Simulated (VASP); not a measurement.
## MoSb (relaxed from the rock salt structure, space group Fm-3m): computed properties

These are r2SCAN meta-GGA, VASP's PBE PAW potentials (set 64) (plane waves; VASP) values and carry that method's errors.

```yaml
space_group: Fm-3m (225)
cell: a = 5.4930 Å, b = 5.4930 Å, c = 5.4930 Å, α = 90.00°, β = 90.00°, γ = 90.00°
volume_per_atom: 20.72 Å³/atom
band gap (over mesh and band path): none (metal, semimetal or under 0.01 eV)
density: 8.73 g/cm³
```

Space group Fm-3m (No. 225); a = b = c = 5.4930 Å, α = β = γ = 90.00°

```tsv
atom	site	symmetry	x	y	z
Mo	4a	m-3m	0.0000	0.0000	0.0000
Sb	4b	m-3m	0.5000	0.5000	0.5000
```
(The calculation used a cell of 2 atoms; values per cell refer to that cell.)

Unless said otherwise, spin-orbit coupling is left out, though it shifts the bands of the heavy elements here.

The structure was generated: MoSb was put into the rock salt type (Fm-3m), which need not be its known phase. It was relaxed first, which changed the volume by -35 %. Symmetry was kept, so distortions that lower it aren't found. The electron count is odd and the run is not spin-polarised, which forces a metal.
